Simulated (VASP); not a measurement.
A convergence study with VASP on Cu (fcc): a few settings are varied, all else stays as given below, so the limit is that of these other settings.

```
Cu
1.0
    0.00000     1.80500     1.80500
    1.80500     0.00000     1.80500
    1.80500     1.80500     0.00000
Cu
1
Cartesian
  0.00000   0.00000   0.00000
```

Calculation: PBE GGA, VASP's PBE PAW potentials (set 64) (plane waves; VASP). The last row used: 550 eV cut-off, 25×25×25 Γ-centred mesh, second-order Methfessel-Paxton smearing of 0.40 eV, potentials Cu.

| setting | E (eV/atom) | pressure (GPa) | irreducible k-points |
|---|---|---|---|
| ISMEAR = -1, SIGMA = 0.01, 9×9×9 mesh | -3.7390 | 3.06 | 35 |
| ISMEAR = -1, SIGMA = 0.2, 9×9×9 mesh | -3.7369 | 3.02 | 35 |
| ISMEAR = 0, SIGMA = 0.01, 9×9×9 mesh | -3.7389 | 3.06 | 35 |
| ISMEAR = 0, SIGMA = 0.2, 9×9×9 mesh | -3.7387 | 3.01 | 35 |
| ISMEAR = 1, SIGMA = 0.01, 9×9×9 mesh | -3.7389 | 3.06 | 35 |
| ISMEAR = 1, SIGMA = 0.2, 9×9×9 mesh | -3.7390 | 3.07 | 35 |
| ISMEAR = 2, SIGMA = 0.01, 9×9×9 mesh | -3.7389 | 3.06 | 35 |
| ISMEAR = 2, SIGMA = 0.2, 9×9×9 mesh | … | 3.09 | 35 |
| ISMEAR = -1, SIGMA = 0.05, 19×19×19 mesh | -3.7238 | 2.92 | 220 |
| ISMEAR = -1, SIGMA = 0.2, 19×19×19 mesh | -3.7248 | 3.16 | 220 |
| ISMEAR = 0, SIGMA = 0.05, 19×19×19 mesh | -3.7235 | 2.90 | 220 |
| ISMEAR = 0, SIGMA = 0.2, 19×19×19 mesh | -3.7241 | 2.97 | 220 |
| ISMEAR = 1, SIGMA = 0.05, 19×19×19 mesh | -3.7235 | 2.87 | 220 |
| ISMEAR = 1, SIGMA = 0.2, 19×19×19 mesh | -3.7238 | 2.91 | 220 |
| ISMEAR = 2, SIGMA = 0.05, 19×19×19 mesh | -3.7235 | 2.85 | 220 |
| ISMEAR = 2, SIGMA = 0.2, 19×19×19 mesh | -3.7238 | 2.89 | 220 |
| ISMEAR = -1, SIGMA = 0.05, 25×25×25 mesh | -3.7245 | 3.00 | 455 |
| ISMEAR = -1, SIGMA = 0.4, 25×25×25 mesh | -3.7096 | 4.08 | 455 |
| ISMEAR = 0, SIGMA = 0.05, 25×25×25 mesh | -3.7243 | 2.98 | 455 |
| ISMEAR = 0, SIGMA = 0.4, 25×25×25 mesh | -3.7255 | 3.09 | 455 |
| ISMEAR = 1, SIGMA = 0.05, 25×25×25 mesh | -3.7243 | 2.98 | 455 |
| ISMEAR = 1, SIGMA = 0.4, 25×25×25 mesh | … | … | 455 |
| ISMEAR = 2, SIGMA = 0.05, 25×25×25 mesh | -3.7244 | 2.98 | 455 |
| ISMEAR = 2, SIGMA = 0.4, 25×25×25 mesh | -3.7250 | 3.00 | 455 |

### Question
Complete the blanks.

### Answer

- ISMEAR = 1, SIGMA = 0.4, 25×25×25 mesh, E (eV/atom): -3.7252
- ISMEAR = 1, SIGMA = 0.4, 25×25×25 mesh, pressure (GPa): 2.99
- ISMEAR = 2, SIGMA = 0.2, 9×9×9 mesh, E (eV/atom): -3.7391

Left out are rungs that failed or repeat a setting and relaxations that didn't move; long series are thinned to 24 rows.

The compound is Cu in the fcc structure. The cell was not relaxed at this level.
